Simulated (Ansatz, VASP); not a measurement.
# Cross-check of NbCd3 between VASP and Ansatz, part 2 of 2

Wanted: the spread between two codes on one cell, functional and k mesh.

VASP 6.6.1 and Ansatz 0.2.0.

So far. Step 2 (VASP: band structure, LDA): Spin-orbit coupling is off here; it would split degenerate levels. At this level the cell is under a tension of 2.6 GPa, so at these settings it is away from equilibrium.

## 7. VASP: band structure, LDA, spin-orbit coupling

Level of this step: LDA, spin-orbit coupling; plane waves and PAW (Nb_sv, Cd) (VASP).

The same cell, functional (in two slightly different forms), mesh and smearing now go to VASP, with its own data sets and cutoff.

Contents of INCAR:

```
SYSTEM = NbCd3
PREC = Accurate
ENCUT = 400
EDIFF = 1E-06
NELM = 100
ISMEAR = -1
SIGMA = 0.05
LREAL = .FALSE.
ALGO = Normal
GGA = CA
LNONCOLLINEAR = .TRUE.
MAGMOM = 0 0 0 0 0 0 0 0 0 0 0 0
NBANDS = 60
GGA_COMPAT = .FALSE.
LASPH = .TRUE.
LSORBIT = .TRUE.
LMAXMIX = 4
LORBIT = 11
LWAVE = .FALSE.
LCHARG = .FALSE.
KPAR = 4
```

Contents of POSCAR:

```
NbCd3
1.0
    4.2150000000      0.0000000000      0.0000000000
    0.0000000000      4.2150000000      0.0000000000
    0.0000000000      0.0000000000      4.2150000000
Nb Cd
1 3
Direct
    0.0000000000      0.0000000000      0.0000000000
    0.0000000000      0.5000000000      0.5000000000
    0.5000000000      0.0000000000      0.5000000000
    0.5000000000      0.5000000000      0.0000000000
```

Contents of KPOINTS:

```
Automatic mesh
0
Gamma
6 6 6
0 0 0
```

Contents of KPOINTS_OPT:

```
Line mode
16
Line-mode
Reciprocal
  0.00000000   0.00000000   0.00000000 GAMMA
  0.00000000   0.50000000   0.00000000 X

  0.00000000   0.50000000   0.00000000 X
  0.50000000   0.50000000   0.00000000 M

  0.50000000   0.50000000   0.00000000 M
  0.00000000   0.00000000   0.00000000 GAMMA

  0.00000000   0.00000000   0.00000000 GAMMA
  0.50000000   0.50000000   0.50000000 R

  0.50000000   0.50000000   0.50000000 R
  0.00000000   0.50000000   0.00000000 X

  0.50000000   0.50000000   0.00000000 M
  0.50000000   0.50000000   0.50000000 R
```

Potentials, in the order of the species: Nb_sv and Cd (LDA family, release 64).

Run with:

```
mpirun -np 4 vasp_ncl
```

Numbers of over 12 decimals in the logs are rounded to 6 here.

What it wrote:

```text
[... set-up lines as in an earlier step ...]
 entering main loop
       N       E                     dE             d eps       ncg     rms          rms(c)
DAV:   1     0.444594331984E+03    0.44459E+03   -0.22807E+04  2400   0.141E+03
DAV:   2     0.726519932870E+01   -0.43733E+03   -0.42533E+03  2620   0.494E+02
DAV:   3    -0.151649307086E+02   -0.22430E+02   -0.21741E+02  3368   0.106E+02
DAV:   4    -0.164888422917E+02   -0.13239E+01   -0.13066E+01  4012   0.207E+01
[...]
DAV:  11    -0.156639791214E+02    0.25604E-04   -0.10768E-04  3024   0.802E-02    0.258E-02
DAV:  12    -0.156639790859E+02    0.35545E-07   -0.13698E-05  2720   0.338E-02    0.555E-03
DAV:  13    -0.156639790669E+02    0.18974E-07   -0.20635E-06  2328   0.142E-02
   1 F= -.15663979E+02 E0= -.15653885E+02  d E =-.201878E-01  mag=     0.0000     0.0000     0.0000
 Start KPOINTS_OPT (optional k-point list driver)
k-point batch [1-20\96]
       N       E                     dE             ncg
DAV:   1     0.273106370642E+04   -0.62717E+04     2400
DAV:   2    -0.603947786981E+04   -0.87705E+04     2560
DAV:   3    -0.653090595400E+04   -0.49143E+03     3428
DAV:   4    -0.655773693499E+04   -0.26831E+02     3864
[...]
DAV:   8    -0.655933193753E+04   -0.62256E-04     2824
DAV:   9    -0.655933194125E+04   -0.37234E-05     1940
DAV:  10    -0.655933194161E+04   -0.36034E-06     1600
[...]
k-point batch [81-96\96]
       N       E                     dE             ncg
DAV:   1     0.558052953186E+04   -0.20956E+05     1928
DAV:   2    -0.145291781310E+04   -0.70334E+04     2124
DAV:   3    -0.179102542815E+04   -0.33811E+03     2632
DAV:   4    -0.180934498728E+04   -0.18320E+02     3288
DAV:   5    -0.180984657215E+04   -0.50158E+00     2724
DAV:   6    -0.180985767461E+04   -0.11102E-01     3080
DAV:   7    -0.180985782478E+04   -0.15017E-03     2716
DAV:   8    -0.180985782988E+04   -0.51016E-05     2280
DAV:   9    -0.180985783018E+04   -0.30059E-06     1576
```

OUTCAR, selected parts (step 7):

```text
  Total       -1.2326859     -1.2326859     -1.2326859      0.0000000      0.0000000     -0.0000000
  in kB      -26.3736524    -26.3736524    -26.3736524      0.0000000      0.0000000     -0.0000000
  external PRESSURE =     -26.3736524 kB  Pullay stress =       0.0000000 kB

  FREE ENERGIE OF THE ION-ELECTRON SYSTEM (eV)
  ---------------------------------------------------
  free  energy   TOTEN  =       -15.6639790669 eV

  energy  without entropy=      -15.6437912359  energy(sigma->0) =      -15.65388515

 magnetization (x)
# of ion       s       p       d       tot
------------------------------------------
    1       -0.000  -0.000  -0.000  -0.000
    2        0.000   0.000  -0.000   0.000
    3        0.000   0.000  -0.000  -0.000
    4        0.000  -0.000   0.000   0.000
--------------------------------------------------
tot          0.000  -0.000  -0.000  -0.000

 magnetization (y)
# of ion       s       p       d       tot
------------------------------------------
    1       -0.000  -0.000  -0.000  -0.000
    2        0.000   0.000   0.000   0.000
    3        0.000   0.000  -0.000   0.000
    4       -0.000  -0.000  -0.000  -0.000
--------------------------------------------------
tot         -0.000   0.000  -0.000  -0.000

 magnetization (z)
# of ion       s       p       d       tot
------------------------------------------
    1        0.000  -0.000  -0.000  -0.000
    2        0.000   0.000  -0.000   0.000
    3       -0.000   0.000   0.000  -0.000
    4       -0.000  -0.000  -0.000  -0.000
--------------------------------------------------
tot          0.000   0.000  -0.000  -0.000

[... 2 parts as in an earlier step ...]

[... 2 further parts left out ...]
[key lines of the parts left out:]
E-fermi :   5.0705
```

The run ends at a pressure of -2.64 GPa.

## 8. Comparison

What differs besides the data sets and the points named for the pairs above, as far as they apply: spin-orbit coupling enters by fully relativistic files in Ansatz and inside the spheres in VASP; the data sets hold 73 valence electrons in Ansatz (fully relativistic PAW (standard-fr) files) and 49 in VASP. Total energies have different zeros and are not compared.

The two programs side by side:

```tsv
quantity	Ansatz	VASP	difference
pressure (GPa)	-2.63	-2.64	+0.01
```

Levels from 3 eV below to 2 eV above the Fermi level differ by 5 meV r.m.s. and 18 meV at most; each VASP level is matched to the nearest of Ansatz, which flatters the figure a little. Ansatz's pressure holds a Pulay correction of 0.03 GPa; VASP's holds none.

## 9. VASP: single point, LDA, spin-orbit coupling

A single point gives forces, pressure and levels at one fixed geometry, so differences don't come from the geometry; what else differs is listed under the comparison.

Edit INCAR of step 7 so:

```diff
@@ -5,3 +5,3 @@
 NELM = 100
-ISMEAR = -1
+ISMEAR = -5
 SIGMA = 0.05
@@ -21 +21,2 @@
 KPAR = 4
+NEDOS = 2001
```

POSCAR is that of step 7.

KPOINTS is that of step 7.

Run with:

```
mpirun -np 4 vasp_ncl
```

What it wrote:

```text
[... set-up lines as in an earlier step ...]
 entering main loop
       N       E                     dE             d eps       ncg     rms          rms(c)
DAV:   1     0.444599155434E+03    0.44460E+03   -0.22807E+04  2400   0.141E+03
DAV:   2     0.728024621740E+01   -0.43732E+03   -0.42543E+03  2620   0.494E+02
DAV:   3    -0.151594035882E+02   -0.22440E+02   -0.21791E+02  3368   0.106E+02
DAV:   4    -0.164825507932E+02   -0.13231E+01   -0.13071E+01  4012   0.207E+01
[...]
DAV:  11    -0.156549119237E+02    0.64427E-04   -0.96515E-05  2984   0.758E-02    0.241E-02
DAV:  12    -0.156549241861E+02   -0.12262E-04   -0.14714E-05  2744   0.317E-02    0.506E-03
DAV:  13    -0.156549235752E+02    0.61087E-06   -0.21140E-06  2352   0.143E-02
   1 F= -.15654924E+02 E0= -.15654924E+02  d E =0.000000E+00  mag=     0.0000    -0.0000    -0.0000
 -----------------------------------------------------------------------------
|                                                                             |
|           W    W    AA    RRRRR   N    N  II  N    N   GGGG   !!!           |
|           W    W   A  A   R    R  NN   N  II  NN   N  G    G  !!!           |
|           W    W  A    A  R    R  N N  N  II  N N  N  G       !!!           |
|           W WW W  AAAAAA  RRRRR   N  N N  II  N  N N  G  GGG   !            |
|           WW  WW  A    A  R   R   N   NN  II  N   NN  G    G                |
|           W    W  A    A  R    R  N    N  II  N    N   GGGG   !!!           |
|                                                                             |
|     Tetrahedron method does not include variations of the Fermi             |
|     occupations, so forces and stress will be inaccurate. We suggest        |
|     using a different smearing scheme ISMEAR = 1 or 2 for metals in         |
|     relaxations.                                                            |
|                                                                             |
 -----------------------------------------------------------------------------
```

OUTCAR, selected parts (step 9):

```text
  Total       -1.2614652     -1.2614652     -1.2614652      0.0000000      0.0000000     -0.0000000
  in kB      -26.9893936    -26.9893936    -26.9893936      0.0000000      0.0000000     -0.0000000
  external PRESSURE =     -26.9893936 kB  Pullay stress =       0.0000000 kB

  FREE ENERGIE OF THE ION-ELECTRON SYSTEM (eV)
  ---------------------------------------------------
  free  energy   TOTEN  =       -15.6549235752 eV

  energy  without entropy=      -15.6549235752  energy(sigma->0) =      -15.65492358

 magnetization (x)
# of ion       s       p       d       tot
------------------------------------------
    1       -0.000   0.000  -0.000  -0.000
    2        0.000   0.000  -0.000   0.000
    3       -0.000  -0.000   0.000  -0.000
    4        0.000   0.000  -0.000   0.000
--------------------------------------------------
tot          0.000   0.000  -0.000  -0.000

 magnetization (y)
# of ion       s       p       d       tot
------------------------------------------
    1       -0.000   0.000  -0.000  -0.000
    2        0.000  -0.000  -0.000   0.000
    3       -0.000  -0.000  -0.000  -0.000
    4       -0.000  -0.000   0.000  -0.000
--------------------------------------------------
tot         -0.000  -0.000  -0.000  -0.000

 magnetization (z)
# of ion       s       p       d       tot
------------------------------------------
    1        0.000  -0.000  -0.000  -0.000
    2       -0.000   0.000   0.000   0.000
    3        0.000  -0.000  -0.000  -0.000
    4       -0.000  -0.000   0.000  -0.000
--------------------------------------------------
tot         -0.000   0.000  -0.000  -0.000

[... 3 parts as in an earlier step ...]

[... 1 further part left out ...]
[key lines of the parts left out:]
E-fermi :   5.0372
```

At this level the cell is under a tension of 2.7 GPa, so at these settings it is away from equilibrium.

## 10. Ansatz: single point, LDA, spin-orbit coupling

The same cell, functional (in two slightly different forms), mesh and smearing now go to Ansatz, which takes its cutoff from its data sets.

Contents of input.yaml:

```yaml
crystal:
  lattice:
    - [4.215, 0.0, 0.0]
    - [0.0, 4.215, 0.0]
    - [0.0, 0.0, 4.215]
  atoms:
    - { symbol: Nb, position: [0.0, 0.0, 0.0] }
    - { symbol: Cd, position: [0.0, 0.5, 0.5] }
    - { symbol: Cd, position: [0.5, 0.0, 0.5] }
    - { symbol: Cd, position: [0.5, 0.5, 0.0] }
hamiltonian:
  xc: lda
  pseudopotentials: { kind: paw_fr }
magnetization:
  noncollinear: true
  spin_orbit: true
kpoints:
  mp_grid: { grid: [6, 6, 6] }
scf:
  occupations: { method: tetrahedron }
output:
  forces: true
  stress: true
  write_density: true
  write_potential: true
  elf: true
  volumetric_format: npy
```

Run with:

```
ansatz run input.yaml --threads 2 --pin off --max-ram 4608MiB --backend cpu --events-out ev --progress --plain --runs-dir out
```

What it wrote:

```text
Warning: output.forces, output.stress, relax.cell or npt_langevin: where a Kohn–Sham band that disperses or a degenerate level is filled in part under the method tetrahedron, the forces or the stress that this run publishes need not agree with its energy (scf.occupations.method in the input reference, under Limitations); prefer a smearing scheme for the forces or the stress
[...]
k-point 1: bands = [... 69 lower, 16.3706, 16.4332, 16.4332, 17.1072, 17.1072, 17.8845, 17.8845, 18.4602, ... 11 higher]
  k-point 2: bands = [... 69 lower, 15.8696, 15.9313, 15.9313, 17.4442, 17.4442, 17.8391, 17.8391, 19.6402, ... 11 higher]
  k-point 19: bands = [... 69 lower, 14.2162, 15.4056, 15.4056, 15.4056, 15.4056, 15.4381, 15.4381, 18.1264, ... 11 higher]
[key lines of the parts left out:]
SCF converged after 9 iterations
Magnetization: |M| = 0.0000 μB,  M = (+0.0000, +0.0000, +0.0000) μB
Free energy (F): -28804.730295 eV
Fermi energy:    16.591565 eV
P = ⅓ Tr σ = -2.6872 GPa (-26.872 kbar)
```

Run time: 12 s. Hardware: 2 threads of AMD EPYC 7R43, shared host; peak memory 0.66 GiB.

The run ends at a pressure of -2.69 GPa.

## 11. Differences

The two programs side by side:

```tsv
quantity	Ansatz	VASP	difference
pressure (GPa)	-2.69	-2.70	+0.01
```

Ansatz's pressure holds a Pulay correction of 0.03 GPa; VASP's holds none.

## 12. Results

| Quantity | Value |
| --- | --- |
| r.m.s. difference of levels near the Fermi level (band structure, LDA) | 5.5 meV |
| r.m.s. difference of levels near the Fermi level (band structure, LDA, spin-orbit coupling) | 5.3 meV |
| difference in pressure (single point, LDA, spin-orbit coupling) | 0.012 GPa |

**Reading.** The r.m.s. difference of levels near the Fermi level is 5.5 meV (band structure, LDA), within the 80 meV picked in this series as the mark of a large difference. For band structure, LDA, no further run moves any of the tabulated differences by more than a quarter of its size. 1 further run of this series is not shown here. How closely two codes agree says nothing of how well the functional describes the real material.

[Lines on the potential files, build, host, timing and source positions are cut from VASP's logs without a mark.]

[Logs are printed without paths, hosts, clocks, repeated set-up lines and the standing remarks that a program may print on its own settings, such as how far it seeks lower states.]

[Hosts, paths, dates, database ids (printed as entryN), source tags and the programs' standing remarks are cut or masked in the printed files.]
